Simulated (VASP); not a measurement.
A convergence study with VASP on ZrN (rock salt): one setting is varied, all else stays as given below, so the limit is that of these other settings. Each run relaxes cell and ions from the cell shown.

```yaml
crystal:
  lattice:
    - [0.00000, 2.29000, 2.29000]
    - [2.29000, 0.00000, 2.29000]
    - [2.29000, 2.29000, 0.00000]
  atoms:
    - { symbol: Zr, position: [0.00000, 0.00000, 0.00000] }
    - { symbol: N, position: [0.50000, 0.50000, 0.50000] }
```

Level of theory: PBEsol GGA, VASP's PBE PAW potentials (set 64) (plane waves; VASP). The tightest run used: 700 eV cut-off, 18×18×18 Γ-centred mesh, first-order Methfessel-Paxton smearing of 0.10 eV, potentials Zr_sv N.

### Question
The settings run are 2×2×2 mesh; 3×3×3 mesh; 4×4×4 mesh; 5×5×5 mesh; 6×6×6 mesh; 7×7×7 mesh; 8×8×8 mesh; 9×9×9 mesh; 10×10×10 mesh; 12×12×12 mesh; 13×13×13 mesh; 14×14×14 mesh; 15×15×15 mesh; 16×16×16 mesh; 17×17×17 mesh; 18×18×18 mesh. From which on does the relaxed volume stay within 0.05 Å³/atom of the tightest run?

### Answer
From 4×4×4 mesh on: it is off by 0.012 there and by no more than 0.05 in any finer run, while 3×3×3 mesh is off by 0.100.
| setting | relaxed volume (Å³/atom) | E (eV/atom) | irreducible k-points | difference judged (Å³/atom) |
|---|---|---|---|---|
| 2×2×2 mesh | 11.812 | -10.7341 | 3 | 0.005 |
| 3×3×3 mesh | 11.907 | -10.6770 | 4 | 0.100 |
| 4×4×4 mesh | 11.819 | -10.7677 | 8 | 0.012 |
| 5×5×5 mesh | 11.804 | -10.7826 | 10 | 0.004 |
| 6×6×6 mesh | 11.800 | -10.7949 | 16 | 0.007 |
| 7×7×7 mesh | 11.816 | -10.7709 | 20 | 0.009 |
| 8×8×8 mesh | 11.818 | -10.7683 | 29 | 0.011 |
| 9×9×9 mesh | 11.807 | -10.7808 | 35 | 0.000 |
| 10×10×10 mesh | 11.807 | -10.7771 | 47 | 0.000 |
| 12×12×12 mesh | 11.804 | -10.7834 | 72 | 0.003 |
| 13×13×13 mesh | 11.807 | -10.7791 | 84 | 0.000 |
| 14×14×14 mesh | 11.809 | -10.7769 | 104 | 0.002 |
| 15×15×15 mesh | 11.807 | -10.7791 | 120 | 0.000 |
| 16×16×16 mesh | 11.807 | -10.7793 | 145 | 0.000 |
| 17×17×17 mesh | 11.807 | -10.7787 | 165 | 0.000 |
| 18×18×18 mesh | 11.807 | -10.7788 | 195 | 0.000 |

Left out are rungs that failed or repeat a setting and relaxations that didn't move; long series are thinned to 24 rows.

The compound is ZrN in the rock salt structure. The electron count is odd and the run is not spin-polarised, which forces a metal.
